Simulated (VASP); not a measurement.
Input for VASP

### INCAR
```
SYSTEM = AgCl
PREC = Accurate
ENCUT = 400
EDIFF = 1E-6
NELM = 60
ALGO = VeryFast
LREAL = .FALSE.
LASPH = .TRUE.
ISMEAR = 0
SIGMA = 0.05
GGA = PE
LMAXMIX = 4
LWAVE = .FALSE.
LCHARG = .FALSE.
ISIF = 2
NELMDL = -1
```

KPOINTS:
```
Automatic mesh
0
Gamma
6 6 6
0 0 0
```

### POSCAR
```
AgCl
1
    0.0000000000     2.8305000000     2.8305000000
    2.8305000000     0.0000000000     2.8305000000
    2.8305000000     2.8305000000     0.0000000000
Ag Cl
1 1
Direct
  0.0000000000   0.0000000000   0.0000000000
  0.5000000000   0.5000000000   0.5000000000
```

POTCAR, in this order: Ag Cl (PBE.64 set). Program: vasp_std.

The run wrote:

### standard output
```
...
RMM:  21     0.813608446765E+03   -0.64968E-01   -0.60418E-01   832   0.539E+01    0.141E+02
RMM:  22     0.813535246629E+03   -0.73200E-01   -0.69065E-01   832   0.524E+01    0.153E+02
RMM:  23     0.813438793260E+03   -0.96453E-01   -0.91006E-01   832   0.509E+01    0.163E+02
RMM:  24     0.813358932640E+03   -0.79861E-01   -0.76111E-01   832   0.497E+01    0.174E+02
RMM:  25     0.813257792338E+03   -0.10114E+00   -0.97297E-01   832   0.483E+01    0.182E+02
RMM:  26     0.813174260958E+03   -0.83531E-01   -0.80338E-01   832   0.472E+01    0.193E+02
RMM:  27     0.813079176835E+03   -0.95084E-01   -0.92441E-01   832   0.461E+01    0.201E+02
RMM:  28     0.813006917532E+03   -0.72259E-01   -0.69449E-01   832   0.450E+01    0.212E+02
RMM:  29     0.812924842972E+03   -0.82075E-01   -0.80586E-01   832   0.440E+01    0.218E+02
RMM:  30     0.812850184820E+03   -0.74658E-01   -0.73212E-01   832   0.431E+01    0.229E+02
RMM:  31     0.812772269837E+03   -0.77915E-01   -0.76717E-01   832   0.422E+01    0.234E+02
RMM:  32     0.812683174125E+03   -0.89096E-01   -0.87683E-01   832   0.413E+01    0.247E+02
RMM:  33     0.812608789995E+03   -0.74384E-01   -0.73083E-01   832   0.405E+01    0.252E+02
RMM:  34     0.812551510024E+03   -0.57280E-01   -0.53026E-01   832   0.397E+01    0.263E+02
RMM:  35     0.812487516011E+03   -0.63994E-01   -0.57286E-01   832   0.390E+01    0.267E+02
RMM:  36     0.812449888169E+03   -0.37628E-01   -0.36178E-01   832   0.383E+01    0.276E+02
RMM:  37     0.812398281421E+03   -0.51607E-01   -0.43526E-01   832   0.376E+01    0.285E+02
RMM:  38     0.812373653251E+03   -0.24628E-01   -0.13584E-01   832   0.370E+01    0.294E+02
RMM:  39     0.812362788937E+03   -0.10864E-01   -0.25902E-01   832   0.364E+01    0.294E+02
RMM:  40     0.812394460096E+03    0.31671E-01   -0.28305E-01   832   0.358E+01    0.295E+02
RMM:  41     0.812384014058E+03   -0.10446E-01   -0.20197E-01   832   0.352E+01    0.299E+02
RMM:  42     0.812372552592E+03   -0.11461E-01   -0.10661E-01   832   0.347E+01    0.308E+02
RMM:  43     0.812349065005E+03   -0.23488E-01   -0.22135E-01   832   0.342E+01    0.313E+02
RMM:  44     0.812337610147E+03   -0.11455E-01   -0.10699E-01   832   0.337E+01    0.321E+02
RMM:  45     0.812313325799E+03   -0.24284E-01   -0.22325E-01   832   0.332E+01    0.326E+02
RMM:  46     0.812301539394E+03   -0.11786E-01   -0.10913E-01   832   0.327E+01    0.334E+02
RMM:  47     0.812282266307E+03   -0.19273E-01   -0.99419E-02   832   0.323E+01    0.334E+02
RMM:  48     0.812261864349E+03   -0.20402E-01   -0.13291E-01   832   0.319E+01    0.343E+02
RMM:  49     0.812237437512E+03   -0.24427E-01   -0.18936E-01   832   0.315E+01    0.348E+02
RMM:  50     0.812229171421E+03   -0.82661E-02   -0.91662E-02   832   0.311E+01    0.354E+02
RMM:  51     0.812214852712E+03   -0.14319E-01   -0.12208E-01   832   0.307E+01    0.359E+02
RMM:  52     0.812210230290E+03   -0.46224E-02   -0.31769E-02   832   0.303E+01    0.367E+02
RMM:  53     0.812216229680E+03    0.59994E-02    0.64233E-02   832   0.300E+01    0.370E+02
RMM:  54     0.812233523387E+03    0.17294E-01    0.17766E-01   832   0.296E+01    0.377E+02
RMM:  55     0.812254512950E+03    0.20990E-01    0.22282E-01   832   0.293E+01    0.381E+02
RMM:  56     0.812269832439E+03    0.15319E-01    0.15754E-01   832   0.290E+01    0.386E+02
RMM:  57     0.812169657196E+03   -0.10018E+00   -0.54110E-01   832   0.288E+01    0.412E+02
RMM:  58     0.812126795608E+03   -0.42862E-01   -0.22545E-01   832   0.284E+01    0.419E+02
RMM:  59     0.812111440781E+03   -0.15355E-01   -0.84284E-02   832   0.280E+01    0.429E+02
RMM:  60     0.812106772806E+03   -0.46680E-02   -0.46906E-02   832   0.277E+01

 -----------------------------------------------------------------------------
|                                                                             |
|           W    W    AA    RRRRR   N    N  II  N    N   GGGG   !!!           |
|           W    W   A  A   R    R  NN   N  II  NN   N  G    G  !!!           |
|           W    W  A    A  R    R  N N  N  II  N N  N  G       !!!           |
|           W WW W  AAAAAA  RRRRR   N  N N  II  N  N N  G  GGG   !            |
|           WW  WW  A    A  R   R   N   NN  II  N   NN  G    G                |
|           W    W  A    A  R    R  N    N  II  N    N   GGGG   !!!           |
|                                                                             |
|     The electronic self-consistency was not achieved in the given           |
|     number of steps (NELM). The forces and other quantities evaluated       |
|     might not be reliable so examine the results carefully. If you find     |
|     spurious results, we suggest increasing NELM, if you were close to      |
|     convergence or switching to a different ALGO or adjusting the           |
|     density mixing parameters otherwise.                                    |
|                                                                             |
 -----------------------------------------------------------------------------

   1 F= 0.81210677E+03 E0= 0.81210831E+03  d E =-.306575E-02
```

OUTCAR:
```
------------------------ aborting loop EDIFF was not reached (unconverged)  ----------------------------
  FORCE on cell =-STRESS in cart. coord.  units (eV):
  Direction    XX          YY          ZZ          XY          YZ          ZX
  --------------------------------------------------------------------------------------
  Total      287.6182569    287.6182569    287.6182569      0.0000000     -0.0000000     -0.0000000
  in kB    10160.3240398  10160.3240398  10160.3240398      0.0000000     -0.0000000     -0.0000000
  external PRESSURE =   10160.3240398 kB  Pullay stress =       0.0000000 kB
  volume of cell :       45.35
      direct lattice vectors                 reciprocal lattice vectors
     0.000000000  2.830500000  2.830500000    -0.176647235  0.176647235  0.176647235
     2.830500000  0.000000000  2.830500000     0.176647235 -0.176647235  0.176647235
     2.830500000  2.830500000  0.000000000     0.176647235  0.176647235 -0.176647235
  FREE ENERGIE OF THE ION-ELECTRON SYSTEM (eV)
  ---------------------------------------------------
  free  energy   TOTEN  =       812.1067728058 eV

  energy  without entropy=      812.1098385594  energy(sigma->0) =      812.10830568
```
(Selected blocks of OUTCAR.)

Question: Read the log: what went wrong, and how is it fixed?

Answer: The cause: ALGO = VeryFast starts from random orbitals with almost no delay (NELMDL = -1). The run did not converge; its last values are not results. Against the sound run, the energy per atom (σ→0) increases by 408.752 eV/atom; the pressure goes up by 1017.34 GPa; the band gap falls by 0.93 eV. To mend it, set ALGO = Normal, remove NELMDL.

The mended run (PBE GGA, plane waves, VASP's PBE PAW potentials (set 64)) converges, and its OSZICAR ends with
```
   1 F= -.53964145E+01 E0= -.53964145E+01  d E =-.223573E-12
```

The compound is AgCl in the rock salt structure. The cell was not relaxed at this level.
